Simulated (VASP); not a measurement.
Given:

```
CELL_PARAMETERS angstrom
      1.90977    -3.30783     0.00000
      1.90977     3.30783     0.00000
      0.00000     0.00000     6.25656
ATOMIC_POSITIONS crystal
  Sn 0.00000 0.00000 0.00000
  Se 0.33333 0.66667 0.25327
  Se 0.66667 0.33333 0.74673
```

All values below come from PBEsol GGA, VASP's PBE PAW potentials (set 64) (plane waves; VASP). Numerical set-up: 480 eV cut-off, 6×6×4 Γ-centred mesh, Gaussian smearing of 0.050 eV, potentials Sn_d Se.

Energy and stress use the plane-wave basis of the starting cell. Without a dispersion term in the relaxation, distances and binding between the weakly bound layers, chains or molecules are unreliable, and so is what depends on them.

Task: The ions, cell shape and volume at an external pressure of 5.0 GPa are relaxed. Give the cell that the relaxation ends in.

Result: 
```
CELL_PARAMETERS angstrom
      1.88745    -3.26915     0.00000
      1.88745     3.26915     0.00000
      0.00000     0.00000     5.52867
ATOMIC_POSITIONS crystal
  Sn 0.00000 0.00000 0.00000
  Se 0.33333 0.66667 0.28660
  Se 0.66667 0.33333 0.71340
```
Space group P-3m1 (164), at a tolerance of 0.03 Å.

Task: How do energy and volume change from the first to the last step?

Result: The energy (σ→0) changes by +40.3 meV/atom and the volume by -13.7 %, in 12 ionic steps.

The compound is SnSe2 in the 1T layered structure. This run relaxes it under an external pressure of 5 GPa. Symmetry was kept, so distortions that lower it aren't found. The k-mesh is coarse (spacing up to 0.32 per Å, 2π included), so the numbers may not be converged in it.
